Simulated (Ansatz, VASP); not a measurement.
# Cross-check of PtF2 between VASP and Ansatz, part 2 of 2

Wanted: the spread between two codes on one cell, functional and k mesh. The cell is generated by rule, not measured, and may not be a known phase. The cell is taken from a series of VASP runs on this material, whose earlier steps may have relaxed, scaled or displaced it; both programs get it as it stands. Valence electrons are named where the data sets of a main pair hold unlike numbers.

VASP 6.6.1 and Ansatz 0.2.0.

So far: The structure; Ansatz: band structure, PBEsol; VASP: band structure, PBEsol; Comparison.

The structure was built from a prototype and need not be the compound's stable phase.

## Step 5: Ansatz: band structure, PBEsol, spin-orbit coupling

Level of this step: Ansatz beside VASP: Kohn-Sham DFT, plane waves, PBEsol, spin-orbit coupling (Ansatz).

A single point gives forces, pressure and levels at one fixed geometry, so differences don't come from the geometry; what else differs is listed under the comparison.

The cell is taken from a series of VASP runs on this material, whose earlier steps may have relaxed, scaled or displaced it; both programs get it as it stands.

File input.yaml:

```yaml
crystal:
  lattice:
    - [2.941561819, 0.0, 0.0]
    - [-1.470780909, 2.547467262, 0.0]
    - [0.0, 0.0, 5.30178]
  atoms:
    - { symbol: Pt, position: [0.0, 0.0, 0.0] }
    - { symbol: F, position: [0.333333333, 0.666666667, 0.2753036815] }
    - { symbol: F, position: [0.666666667, 0.333333333, 0.7246963185] }
hamiltonian:
  xc: pbesol
  pseudopotentials: { kind: paw_fr }
magnetization:
  noncollinear: true
  spin_orbit: true
kpoints:
  mp_grid: { grid: [10, 10, 6] }
  band_path:
    path:
      - [0.0, 0.0, 0.0]
      - [0.13333, 0.0, 0.0]
      - [0.3, 0.0, 0.0]
      - [0.46667, 0.0, 0.0]
      - [0.46667, 0.06667, 0.0]
      - [0.41111, 0.17778, 0.0]
      - [0.35556, 0.28889, 0.0]
      - [0.28889, 0.28889, 0.0]
      - [0.17778, 0.17778, 0.0]
      - [0.06667, 0.06667, 0.0]
      - [0.0, 0.0, 0.03333]
      - [0.0, 0.0, 0.2]
      - [0.0, 0.0, 0.36667]
      - [0.0, 0.0, 0.5]
      - [0.16667, 0.0, 0.5]
      - [0.3, 0.0, 0.5]
      - [0.46667, 0.0, 0.5]
      - [0.46667, 0.06667, 0.5]
      - [0.41111, 0.17778, 0.5]
      - [0.35556, 0.28889, 0.5]
      - [0.28889, 0.28889, 0.5]
      - [0.17778, 0.17778, 0.5]
      - [0.06667, 0.06667, 0.5]
      - [0.5, 0.0, 0.46667]
      - [0.5, 0.0, 0.3]
      - [0.5, 0.0, 0.13333]
      - [0.33333, 0.33333, 0.0]
      - [0.33333, 0.33333, 0.16667]
      - [0.33333, 0.33333, 0.33333]
      - [0.33333, 0.33333, 0.5]
    npoints: 1
scf:
  occupations: { method: gaussian, width: 0.02 }
  n_extra_bands: 14
output:
  forces: true
  stress: true
  eigenvalues: true
  write_density: true
  write_potential: true
  elf: true
  volumetric_format: npy
```

Started as:

```bash
$ ansatz run input.yaml --threads 2 --pin off --max-ram 4608MiB --backend cpu --events-out ev --progress --plain --runs-dir out
```

Numbers of over 12 decimals in the logs are rounded to 6 here.

Log:

```text
[...]
non-collinear run that drives no moment, with spin-orbit: no starting moment large enough to seed its density (crystal.atoms[].spin), no starting occupations that ask for one, no magnetisation constraint and no magnetic field, so the semilocal B_xc is pinned to zero
Crystal: 3 atoms, lattice volume = 39.729 Å³
[...]
k-point 0: bands = [... 28 lower, 7.3037, 7.3037, 8.9336, 8.9336, 9.2131, 9.2131, 9.6038, 9.6038, ... 10 higher]
  k-point 1: bands = [... 28 lower, 7.3200, 7.3200, 8.9670, 8.9670, 9.2249, 9.2249, 9.7873, 9.7873, ... 10 higher]
  k-point 2: bands = [... 28 lower, 7.3446, 7.3446, 9.0154, 9.0154, 9.2484, 9.2484, 10.1916, 10.1916, ... 10 higher]
  k-point 71: bands = [... 28 lower, 8.3876, 8.3876, 9.6794, 9.6794, 9.7681, 9.7681, 15.6160, 15.6160, ... 10 higher]
[key lines of the parts left out:]
SCF converged after 11 iterations
Magnetization: |M| = 0.0000 μB,  M = (+0.0000, +0.0000, +0.0000) μB
Free energy (F): -14013.734954 eV
Fermi energy:    9.501191 eV
P = ⅓ Tr σ = 5.0578 GPa (50.578 kbar)
```

Elapsed: 33 s, on 2 threads of Arm Neoverse N1, shared host; peak memory 0.51 GiB.

## Step 6: VASP: band structure, PBEsol, spin-orbit coupling

The same cell, functional, mesh and smearing now go to VASP, with its own data sets.

File INCAR:

```
SYSTEM = PtF2
PREC = Accurate
ENCUT = 520
EDIFF = 1E-06
NELM = 100
ISMEAR = 0
SIGMA = 0.02
LREAL = .FALSE.
ALGO = Normal
GGA = PS
LNONCOLLINEAR = .TRUE.
MAGMOM = 0 0 0 0 0 0 0 0 0
NBANDS = 36
GGA_COMPAT = .FALSE.
LASPH = .TRUE.
LSORBIT = .TRUE.
LMAXMIX = 4
LORBIT = 11
LWAVE = .FALSE.
LCHARG = .FALSE.
KPAR = 4
ISIF = 2
```

File POSCAR:

```
PtF2
1.0
    2.9415618190      0.0000000000      0.0000000000
   -1.4707809090      2.5474672620      0.0000000000
    0.0000000000      0.0000000000      5.3017800000
Pt F
1 2
Direct
    0.0000000000      0.0000000000      0.0000000000
    0.3333333330      0.6666666670      0.2753036815
    0.6666666670      0.3333333330      0.7246963185
```

File KPOINTS:

```
Automatic mesh
0
Gamma
10 10 6
0 0 0
```

File KPOINTS_OPT:

```
Line mode
16
Line-mode
Reciprocal
  0.00000000   0.00000000   0.00000000 GAMMA
  0.50000000   0.00000000   0.00000000 M

  0.50000000   0.00000000   0.00000000 M
  0.33333333   0.33333333   0.00000000 K

  0.33333333   0.33333333   0.00000000 K
  0.00000000   0.00000000   0.00000000 GAMMA

  0.00000000   0.00000000   0.00000000 GAMMA
  0.00000000   0.00000000   0.50000000 A

  0.00000000   0.00000000   0.50000000 A
  0.50000000   0.00000000   0.50000000 L

  0.50000000   0.00000000   0.50000000 L
  0.33333333   0.33333333   0.50000000 H

  0.33333333   0.33333333   0.50000000 H
  0.00000000   0.00000000   0.50000000 A

  0.50000000   0.00000000   0.50000000 L
  0.50000000   0.00000000   0.00000000 M

  0.33333333   0.33333333   0.00000000 K
  0.33333333   0.33333333   0.50000000 H
```

The projector-augmented-wave data sets are Pt and F (PBE family, release 64).

Started as:

```bash
$ mpirun -np 4 vasp_ncl
```

Log:

```text
[banner, memory and clock lines left out]
running    4 mpi-ranks, on    1 nodes
[...]
[... a notice as in an earlier step ...]

 LDA part: xc-table for (Slater+PW92), standard interpolation
 POSCAR, INCAR and KPOINTS ok, starting setup
[...]
entering main loop
       N       E                     dE             d eps       ncg     rms          rms(c)
DAV:   1     0.163019353100E+03    0.16302E+03   -0.13125E+04  5224   0.129E+03
DAV:   2    -0.589898004199E+01   -0.16892E+03   -0.16012E+03  5856   0.320E+02
DAV:   3    -0.138650163056E+02   -0.79660E+01   -0.78078E+01  6024   0.679E+01
DAV:   4    -0.139282080487E+02   -0.63192E-01   -0.63146E-01  5812   0.651E+00
[...]
DAV:  13    -0.119486171385E+02    0.24947E-05   -0.90125E-06  5988   0.279E-02    0.916E-03
DAV:  14    -0.119486185909E+02   -0.14523E-05   -0.62701E-06  5784   0.235E-02    0.580E-03
DAV:  15    -0.119486181027E+02    0.48813E-06   -0.16060E-06  4544   0.125E-02
   1 F= -.11948618E+02 E0= -.11948237E+02  d E =-.761908E-03  mag=     0.0000     0.0000     0.0000
 Start KPOINTS_OPT (optional k-point list driver)
k-point batch [1-72\144]
       N       E                     dE             ncg
DAV:   1     0.622889319996E+04   -0.28578E+05     5192
DAV:   2    -0.602040792742E+04   -0.12249E+05     5944
DAV:   3    -0.655685551684E+04   -0.53645E+03     5876
DAV:   4    -0.656152826035E+04   -0.46727E+01     5900
DAV:   5    -0.656159022894E+04   -0.61969E-01     5764
DAV:   6    -0.656159159126E+04   -0.13623E-02     5908
DAV:   7    -0.656159162783E+04   -0.36575E-04     5772
DAV:   8    -0.656159162873E+04   -0.89190E-06     4016
k-point batch [73-144\144]
       N       E                     dE             ncg
DAV:   1     0.563474496596E+04   -0.60452E+05     5200
DAV:   2    -0.598474796724E+04   -0.11619E+05     5884
DAV:   3    -0.652803648655E+04   -0.54329E+03     6036
DAV:   4    -0.653318748947E+04   -0.51510E+01     5888
DAV:   5    -0.653325569027E+04   -0.68201E-01     5864
DAV:   6    -0.653325719714E+04   -0.15069E-02     5960
DAV:   7    -0.653325723746E+04   -0.40318E-04     5888
DAV:   8    -0.653325723843E+04   -0.97706E-06     3936
```

OUTCAR, selected parts (step 6):

```text
  Total        1.1753863      1.1753863      1.2875899      0.0000000     -0.0000000      0.0000000
  in kB       47.4004971     47.4004971     51.9253981      0.0000000     -0.0000000      0.0000000
  external PRESSURE =      48.9087975 kB  Pullay stress =       0.0000000 kB

 POSITION                                       TOTAL-FORCE (eV/Angst)
 -----------------------------------------------------------------------------------
      0.00000      0.00000      0.00000        -0.000000      0.000000      0.000000
     -0.00000      1.69831      1.45960         0.000000      0.000000      0.403049
      1.47078      0.84916      3.84218        -0.000000      0.000000     -0.403049
 -----------------------------------------------------------------------------------
    total drift:                                0.000000     -0.000000     -0.000000

  FREE ENERGIE OF THE ION-ELECTRON SYSTEM (eV)
  ---------------------------------------------------
  free  energy   TOTEN  =       -11.9486181027 eV

  energy  without entropy=      -11.9478561946  energy(sigma->0) =      -11.94823715

 magnetization (x)
# of ion       s       p       d       tot
------------------------------------------
    1       -0.000   0.000   0.000  -0.000
    2       -0.000   0.000   0.000  -0.000
    3       -0.000  -0.000   0.000  -0.000
--------------------------------------------------
tot         -0.000  -0.000   0.000  -0.000

 magnetization (y)
# of ion       s       p       d       tot
------------------------------------------
    1        0.000   0.000  -0.000  -0.000
    2        0.000   0.000   0.000   0.000
    3        0.000   0.000   0.000   0.000
--------------------------------------------------
tot          0.000   0.000  -0.000   0.000

 magnetization (z)
# of ion       s       p       d       tot
------------------------------------------
    1        0.000   0.000   0.000   0.000
    2        0.000   0.000   0.000   0.000
    3        0.000   0.000   0.000   0.000
--------------------------------------------------
tot          0.000   0.000   0.000   0.000

[... 1 part as in an earlier step ...]

[... 2 further parts left out ...]
[key lines of the parts left out:]
E-fermi :   3.5566
```

The run ends at a pressure of 4.89 GPa, with forces up to 0.40 eV/Å.

## Step 7: Side by side

What differs besides the data sets and the points named for the pairs above, as far as they apply: spin-orbit coupling enters by fully relativistic files in Ansatz and inside the spheres in VASP; the data sets hold 32 valence electrons in Ansatz (on its fully relativistic PAW (standard-fr) files) and 24 in VASP. Total energies have different zeros and are not compared.

The two programs side by side:

```
                                        quantity  Ansatz  VASP  difference
                                  pressure (GPa)    5.06  4.89       +0.17
pressure without Ansatz's Pulay correction (GPa)    4.38  4.89       -0.51
```

Forces (eV/Å; atoms numbered as in POSCAR):

```
atom        Ansatz x, y, z          VASP x, y, z
 Pt1   0.000, 0.000, 0.000   0.000, 0.000, 0.000
  F2   0.000, 0.000, 0.402   0.000, 0.000, 0.403
  F3  0.000, 0.000, -0.402  0.000, 0.000, -0.403
```

The forces differ by 0.7 meV/Å r.m.s., which is 0.4 % of the r.m.s. force of 0.190 eV/Å (both taken over all components). Levels from 3 eV below to 2 eV above the Fermi level differ by 12 meV r.m.s. and 27 meV at most; each VASP level is matched to the nearest of Ansatz, which flatters the figure a little. Ansatz's pressure holds a Pulay correction of 0.68 GPa; VASP's holds none.

## Step 8: Results

```
r.m.s. difference of levels near the Fermi level (band structure, PBEsol)                      : 6.7 meV
r.m.s. force difference (band structure, PBEsol)                                               : 12 meV/Å
r.m.s. difference of levels near the Fermi level (band structure, PBEsol, spin-orbit coupling) : 12 meV
```

In words: The r.m.s. force difference is 12 meV/Å (band structure, PBEsol), at about the 12 meV/Å picked in this series as the mark of a large difference. The data sets hold unlike numbers of valence electrons (32 in Ansatz and 24 in VASP), so part of the differences comes from the potentials. Such differences can come from data sets, numerical settings and the points named under the comparisons, not from the functional's error against experiment.

[Lines on the potential files, build, host, timing and source positions are cut from VASP's logs without a mark.]

[Logs are printed without paths, hosts, clocks, repeated set-up lines and the standing remarks that a program may print on its own settings, such as how far it seeks lower states.]

[Hosts, paths, dates, database ids (printed as entryN), source tags and the programs' standing remarks are cut or masked in the printed files.]
